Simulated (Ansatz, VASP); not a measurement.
# InH: VASP beside Ansatz, part 2 of 3

Wanted: the spread between two codes on one cell, functional and k mesh. The cell is generated by rule, not measured, and may not be a known phase. The cell is taken from a series of runs on this material, whose earlier steps may have relaxed, scaled, displaced or heated it; both programs get it as it stands.

VASP 6.6.1 and Ansatz 0.2.0.

So far: Starting point; Ansatz: zone-centre phonons, PBEsol.

## (3) VASP: zone-centre phonons, PBEsol

Level of this step: PBEsol; plane waves and PAW (In_d, H); invented cell (VASP).

The same cell, functional, mesh and smearing now go to VASP, with its own data sets.

Lines of VASP's logs that name or quote its potential files are left out, and so is its time.

The input, INCAR:

```
SYSTEM = InH
PREC = Accurate
ENCUT = 500
EDIFF = 1E-08
NELM = 120
ISMEAR = 1
SIGMA = 0.15
LREAL = .FALSE.
ALGO = Normal
GGA = PS
NBANDS = 20
LORBIT = 11
LWAVE = .FALSE.
LCHARG = .FALSE.
ISIF = 2
IBRION = 8
LASPH = .TRUE.
GGA_COMPAT = .FALSE.
KPAR = 2
```

The input, POSCAR:

```
InH
1.0
    3.6108644833      0.0000000000      0.0000000000
    0.0000000000      3.6108644833      0.0000000000
    0.0000000000      0.0000000000      5.2327904435
In H
2 2
Direct
    0.5000000000      0.5000000000      0.5000000000
    0.0000000000      0.0000000000      0.0000000000
    0.0000000000      0.5000000000      0.8566847138
    0.5000000000      0.0000000000      0.1433152862
```

The input, KPOINTS:

```
Automatic mesh
0
Gamma
10 10 8
0 0 0
```

PAW data sets: In_d and H (PBE family, release 64).

Started as:

```console
mpirun -np 2 vasp_std
```

Log:

```text
[banner, memory and clock lines left out]
running    2 mpi-ranks, on    1 nodes
 distrk:  each k-point on    1 cores,    2 groups
 distr:  one band on    1 cores,    1 groups

 POSCAR found type information on POSCAR InH
 POSCAR found :  2 types and       4 ions
|                                                                             |
|               ----> ADVICE to this user running VASP <----                  |
|                                                                             |
|     You enforced a specific xc type in the INCAR file but a different       |
|     [... a line on the potential file left out ...]
|     I HOPE YOU KNOW WHAT YOU ARE DOING!                                     |
|                                                                             |

 LDA part: xc-table for (Slater+PW92), standard interpolation
 POSCAR, INCAR and KPOINTS ok, starting setup
 FFT: planning ... GRIDC
 FFT: planning ... GRID_SOFT
 FFT: planning ... GRID
 WAVECAR not read
 entering main loop
       N       E                     dE             d eps       ncg     rms          rms(c)
DAV:   1     0.217072678468E+03    0.21707E+03   -0.13278E+04  4200   0.171E+03
DAV:   2     0.532479628221E+01   -0.21175E+03   -0.20769E+03  4232   0.379E+02
DAV:   3    -0.110276929318E+02   -0.16352E+02   -0.16180E+02  4968   0.125E+02
DAV:   4    -0.115783053532E+02   -0.55061E+00   -0.55019E+00  5012   0.244E+01
DAV:   5    -0.116130124152E+02   -0.34707E-01   -0.34706E-01  6180   0.504E+00    0.512E+00
DAV:   6    -0.111618152330E+02    0.45120E+00   -0.54943E-01  5584   0.918E+00    0.249E+00
DAV:   7    -0.110828558488E+02    0.78959E-01   -0.50336E-01  5688   0.505E+00    0.537E-01
DAV:   8    -0.110839552463E+02   -0.10994E-02   -0.50233E-02  4760   0.243E+00    0.327E-01
DAV:   9    -0.110843288874E+02   -0.37364E-03   -0.25391E-03  5120   0.418E-01    0.249E-01
DAV:  10    -0.110844420595E+02   -0.11317E-03   -0.52290E-04  5568   0.225E-01    0.729E-02
DAV:  11    -0.110844462431E+02   -0.41836E-05   -0.12043E-04  5260   0.119E-01    0.814E-03
DAV:  12    -0.110844483942E+02   -0.21510E-05   -0.12263E-05  5300   0.353E-02    0.286E-03
DAV:  13    -0.110844485175E+02   -0.12330E-06   -0.82287E-07  5404   0.921E-03    0.261E-03
DAV:  14    -0.110844483980E+02    0.11949E-06   -0.50075E-08  4348   0.206E-03    0.103E-03
DAV:  15    -0.110844483493E+02    0.48674E-07   -0.12694E-08  2896   0.164E-03    0.170E-04
DAV:  16    -0.110844483487E+02    0.55434E-09   -0.37186E-09  2232   0.742E-04
   1 F= -.11084448E+02 E0= -.11084090E+02  d E =-.107406E-02
 Linear response reoptimize wavefunctions to high precision
DAV:   1    -0.110844483481E+02    0.67121E-09   -0.11450E-09  2336   0.452E-04
DAV:   2    -0.110844483482E+02   -0.93678E-10   -0.52007E-10  2200   0.265E-04
 Linear response DOF=           7
 Linear response progress:
  Degree of freedom:   1/  7
       N       E                     dE             d eps       ncg     rms          rms(c)
RMM:   1    -0.232068559872E+00   -0.23207E+00   -0.18504E-01 13841   0.362E+00
RMM:   2    -0.234540672288E+00   -0.24721E-02   -0.92338E-03 16657   0.772E-01    0.472E-02
RMM:   3    -0.234464627189E+00    0.76045E-04   -0.11314E-03 17338   0.226E-01    0.159E-02
RMM:   4    -0.234317952780E+00    0.14667E-03   -0.74779E-05 17863   0.718E-02    0.132E-02
RMM:   5    -0.234271843608E+00    0.46109E-04   -0.12176E-05 17752   0.259E-02    0.498E-03
RMM:   6    -0.234235870856E+00    0.35973E-04   -0.28042E-06 17839   0.119E-02    0.201E-03
RMM:   7    -0.234232063806E+00    0.38070E-05   -0.45872E-07 17445   0.423E-03    0.941E-04
RMM:   8    -0.234231898533E+00    0.16527E-06   -0.87726E-08 18455   0.175E-03    0.121E-03
RMM:   9    -0.234233767222E+00   -0.18687E-05   -0.19639E-08 18047   0.881E-04    0.232E-04
RMM:  10    -0.234233676296E+00    0.90926E-07    0.88667E-08 18616   0.418E-04    0.484E-04
RMM:  11    -0.234232513495E+00    0.11628E-05    0.10226E-07 18603   0.194E-04    0.134E-04
RMM:  12    -0.234232647424E+00   -0.13393E-06    0.60049E-08 20083   0.907E-05    0.160E-04
RMM:  13    -0.234232319719E+00    0.32770E-06    0.50425E-08 19161   0.522E-05    0.102E-04
RMM:  14    -0.234232127385E+00    0.19233E-06    0.30622E-08 18819   0.329E-05    0.707E-05
RMM:  15    -0.234232150225E+00   -0.22840E-07    0.20541E-08 17791   0.155E-05    0.478E-05
RMM:  16    -0.234232182156E+00   -0.31931E-07    0.13382E-08 18637   0.935E-06    0.106E-05
RMM:  17    -0.234232167845E+00    0.14311E-07    0.82246E-09 17087   0.550E-06    0.908E-06
RMM:  18    -0.234232177699E+00   -0.98534E-08    0.47232E-09 16374   0.393E-06    0.860E-07
 first order change of Fermi-energy   0.10801E-04
 force on displaced ion       1 direction 1 :   0.198   0.000  -0.000
 Linear response progress:
  Degree of freedom:   2/  7
       N       E                     dE             d eps       ncg     rms          rms(c)
RMM:   1    -0.241724560137E+00   -0.24172E+00   -0.17921E-01  9750   0.379E+00
RMM:   2    -0.243929182663E+00   -0.22046E-02   -0.10013E-02 11946   0.853E-01    0.636E-02
RMM:   3    -0.243984226607E+00   -0.55044E-04   -0.12936E-03 12553   0.260E-01    0.194E-02
RMM:   4    -0.243883140954E+00    0.10109E-03   -0.11898E-04 12934   0.901E-02    0.140E-02
RMM:   5    -0.243863151603E+00    0.19989E-04   -0.25453E-05 12713   0.355E-02    0.637E-03
[...]
RMM:   9    -0.234778793550E+00    0.26632E-05   -0.52858E-08 18630   0.813E-04    0.143E-04
RMM:  10    -0.234779354195E+00   -0.56064E-06    0.22994E-07 19888   0.378E-04    0.187E-04
RMM:  11    -0.234779338984E+00    0.15211E-07    0.87074E-08 20502   0.179E-04    0.177E-04
RMM:  12    -0.234779323598E+00    0.15385E-07    0.96193E-08 19684   0.854E-05    0.266E-04
RMM:  13    -0.234779585580E+00   -0.26198E-06    0.51685E-08 18336   0.563E-05    0.810E-05
RMM:  14    -0.234779601996E+00   -0.16417E-07    0.35477E-08 19262   0.279E-05    0.475E-05
RMM:  15    -0.234779586472E+00    0.15525E-07    0.20768E-08 18552   0.144E-05    0.274E-05
RMM:  16    -0.234779555603E+00    0.30868E-07    0.10608E-08 18873   0.913E-06    0.444E-06
RMM:  17    -0.234779548782E+00    0.68211E-08    0.72215E-09 17742   0.536E-06    0.321E-06
 first order change of Fermi-energy  -0.91877E-05
 force on displaced ion       2 direction 1 :  -4.361   0.000  -0.000
 Linear response progress:
  Degree of freedom:   4/  7
       N       E                     dE             d eps       ncg     rms          rms(c)
RMM:   1    -0.240480550094E+00   -0.24048E+00   -0.89307E-02  9871   0.431E+00
RMM:   2    -0.242980090603E+00   -0.24995E-02   -0.14299E-02 11818   0.950E-01    0.661E-02
RMM:   3    -0.243090912593E+00   -0.11082E-03   -0.16750E-03 12333   0.306E-01    0.277E-02
RMM:   4    -0.243007171826E+00    0.83741E-04   -0.17151E-04 13016   0.105E-01    0.208E-02
RMM:   5    -0.242997776616E+00    0.93952E-05   -0.33026E-05 12914   0.424E-02    0.885E-03
RMM:   6    -0.242993837915E+00    0.39387E-05   -0.50177E-06 13218   0.154E-02    0.215E-03
RMM:   7    -0.242993186041E+00    0.65187E-06   -0.11083E-06 13222   0.592E-03    0.909E-04
RMM:   8    -0.242991152454E+00    0.20336E-05   -0.32083E-07 13514   0.241E-03    0.272E-04
RMM:   9    -0.242989740189E+00    0.14123E-05    0.94963E-07 13850   0.113E-03    0.148E-04
RMM:  10    -0.242989136725E+00    0.60346E-06    0.87359E-07 14176   0.497E-04    0.677E-05
RMM:  11    -0.242989349649E+00   -0.21292E-06    0.55556E-07 13579   0.243E-04    0.509E-05
RMM:  12    -0.242989183394E+00    0.16625E-06    0.34115E-07 13924   0.123E-04    0.278E-05
RMM:  13    -0.242989331775E+00   -0.14838E-06    0.20010E-07 13894   0.665E-05    0.342E-05
RMM:  14    -0.242989326681E+00    0.50938E-08    0.12082E-07 15271   0.348E-05    0.332E-05
RMM:  15    -0.242989336204E+00   -0.95228E-08    0.69867E-08 13473   0.191E-05    0.381E-05
 first order change of Fermi-energy   0.78970E-04
 force on displaced ion       2 direction 3 :   0.000   0.000  -2.623
 Linear response progress:
  Degree of freedom:   5/  7
       N       E                     dE             d eps       ncg     rms          rms(c)
RMM:   1    -0.151360720133E-01   -0.15136E-01   -0.29271E-03 16267   0.580E-01
RMM:   2    -0.147907254779E-01    0.34535E-03   -0.85945E-04 14536   0.192E-01    0.602E-02
RMM:   3    -0.150373971621E-01   -0.24667E-03   -0.14822E-04 17552   0.748E-02    0.337E-02
RMM:   4    -0.154675467370E-01   -0.43015E-03   -0.53317E-05 16974   0.360E-02    0.382E-03
RMM:   5    -0.155130987964E-01   -0.45552E-04   -0.33428E-06 18439   0.122E-02    0.211E-03
RMM:   6    -0.155080786879E-01    0.50201E-05   -0.67752E-07 18122   0.471E-03    0.168E-03
RMM:   7    -0.155076640439E-01    0.41464E-06   -0.98591E-08 19175   0.164E-03    0.167E-03
RMM:   8    -0.155064968643E-01    0.11672E-05    0.12524E-08 17899   0.754E-04    0.371E-04
RMM:   9    -0.155084224012E-01   -0.19255E-05   -0.17271E-08 18006   0.418E-04    0.205E-04
RMM:  10    -0.155084950694E-01   -0.72668E-07    0.44759E-08 19328   0.139E-04    0.837E-05
RMM:  11    -0.155085323224E-01   -0.37253E-07   -0.19555E-09 19165   0.518E-05    0.193E-05
RMM:  12    -0.155085518468E-01   -0.19524E-07   -0.27142E-09 18377   0.226E-05    0.313E-06
RMM:  13    -0.155085443051E-01    0.75417E-08    0.17214E-09 18742   0.907E-06    0.308E-06
 first order change of Fermi-energy  -0.16157E-04
 force on displaced ion       3 direction 1 :  -0.223   0.000   0.001
 Linear response progress:
  Degree of freedom:   6/  7
       N       E                     dE             d eps       ncg     rms          rms(c)
RMM:   1    -0.163307472874E-01   -0.16331E-01    0.10062E-02 18042   0.899E-01
RMM:   2    -0.154453703587E-01    0.88538E-03   -0.16665E-03 14329   0.291E-01    0.130E-01
RMM:   3    -0.157013440764E-01   -0.25597E-03   -0.28853E-04 16836   0.117E-01    0.647E-02
RMM:   4    -0.161880875283E-01   -0.48674E-03   -0.97584E-05 17233   0.567E-02    0.104E-02
RMM:   5    -0.162616830830E-01   -0.73596E-04   -0.83725E-06 18441   0.178E-02    0.104E-02
RMM:   6    -0.162682442251E-01   -0.65611E-05   -0.16947E-06 18122   0.701E-03    0.742E-03
RMM:   7    -0.162873387383E-01   -0.19095E-04   -0.26348E-07 18374   0.291E-03    0.683E-04
RMM:   8    -0.162914979947E-01   -0.41593E-05   -0.31381E-08 18291   0.988E-04    0.530E-04
RMM:   9    -0.162916330834E-01   -0.13509E-06   -0.42872E-08 19197   0.357E-04    0.216E-04
RMM:  10    -0.162913546919E-01    0.27839E-06   -0.76225E-09 19410   0.126E-04    0.786E-05
RMM:  11    -0.162913644589E-01   -0.97669E-08    0.37228E-09 19874   0.495E-05    0.109E-05
 first order change of Fermi-energy   0.65726E-04
 force on displaced ion       3 direction 2 :   0.000  -3.892   0.000
 Linear response progress:
  Degree of freedom:   7/  7
       N       E                     dE             d eps       ncg     rms          rms(c)
RMM:   1    -0.156646039423E-01   -0.15665E-01   -0.19578E-03 12143   0.732E-01
RMM:   2    -0.151035775935E-01    0.56103E-03   -0.11019E-03 10365   0.239E-01    0.724E-02
RMM:   3    -0.153394953983E-01   -0.23592E-03   -0.16494E-04 11670   0.968E-02    0.387E-02
RMM:   4    -0.157438824658E-01   -0.40439E-03   -0.47566E-05 11315   0.410E-02    0.585E-03
RMM:   5    -0.158127747604E-01   -0.68892E-04   -0.50277E-06 13014   0.169E-02    0.425E-03
RMM:   6    -0.158116836249E-01    0.10911E-05   -0.95042E-07 12298   0.618E-03    0.397E-03
RMM:   7    -0.158116247199E-01    0.58905E-07   -0.17688E-07 13672   0.244E-03    0.393E-03
RMM:   8    -0.158131237325E-01   -0.14990E-05   -0.49866E-09 11636   0.102E-03    0.105E-03
RMM:   9    -0.158168618025E-01   -0.37381E-05    0.61754E-09 12648   0.500E-04    0.862E-04
RMM:  10    -0.158168603890E-01    0.14135E-08    0.12644E-08 13701   0.167E-04    0.823E-04
 first order change of Fermi-energy   0.18817E+00
 force on displaced ion       3 direction 3 :   0.000   0.000  -1.226
 Linear response finished
```

[end of part 2 of 3]

[Lines on the potential files, build, host, timing and source positions are cut from VASP's logs without a mark.]

[Logs are printed without paths, hosts, clocks, repeated set-up lines and the standing remarks that a program may print on its own settings, such as how far it seeks lower states.]

[Hosts, paths, dates, database ids (printed as entryN), source tags and the programs' standing remarks are cut or masked in the printed files.]
